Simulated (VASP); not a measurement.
A run of VASP 6.6.1 is set up as follows.

Contents of INCAR:

```
PREC = Accurate
ENCUT = 520
EDIFF = 1E-6
ISMEAR = -1
SIGMA = 0.112
LREAL = Auto
LASPH = T
NELM = 100
ALGO = Fast
ISIF = 2
LWAVE = F
LCHARG = F
GGA = PE
IVDW = 12
NBANDS = 92
ISYM = 0
```

The input KPOINTS:

```
Automatic mesh
0
Gamma
  1 1 1
  0.25 0.25 0.25
```

File POSCAR:

```
Si3Ge4S14
1.0
    8.0188790000      0.2111490000     -0.3179740000
    0.2111490000      8.0318190000     -0.0335780000
   -0.3179740000     -0.0335780000      8.3953550000
Si S Ge
3 14 4
Direct
    0.7428226228      0.4990521637      0.6519120936
    0.0286447448      0.7691361233      0.9248745690
    0.2138709838      0.3828874501      0.1670540444
    0.5353856267      0.9051508103      0.2537856783
    0.7504037062      0.5671151944      0.9215732345
    0.1147107624      0.2795879144      0.9539158312
    0.7422499479      0.8653260891      0.1213251976
    0.2774717259      0.6035455093      0.1719330089
    0.4963465922      0.4280363047      0.5942048805
    0.5449251868      0.0672736823      0.8454776429
    0.6490086735      0.3016291717      0.1927287159
    0.2585077106      0.1908836895      0.3416787287
    0.7958313167      0.1140830617      0.7685237072
    0.3431595589      0.0639754697      0.6799151419
    0.2537011223      0.7144200591      0.7793300173
    0.8838133342      0.8973690199      0.6807089775
    0.9356898832      0.5142600121      0.5438477441
    0.5492105932      0.1606224075      0.4129600319
    0.3766419069      0.7915120638      0.5275238183
    0.9059551265      0.1747912588      0.1534419112
    0.4757396801      0.4325132691      0.9136711645
```

Potentials or basis: VASP PAW PBE potentials, release 64 (Si, S, Ge_d).

The run is started by

```sh
$ cat potpaw_PBE.64/Si/POTCAR potpaw_PBE.64/S/POTCAR potpaw_PBE.64/Ge_d/POTCAR > POTCAR
$ mpirun -np 1 vasp_std > vasp.out
```

(1) Predict the band gap on the k mesh.

(2) Estimate the pressure.

Answers

(1) 0.25 eV, direct.

(2) -0.4 GPa.
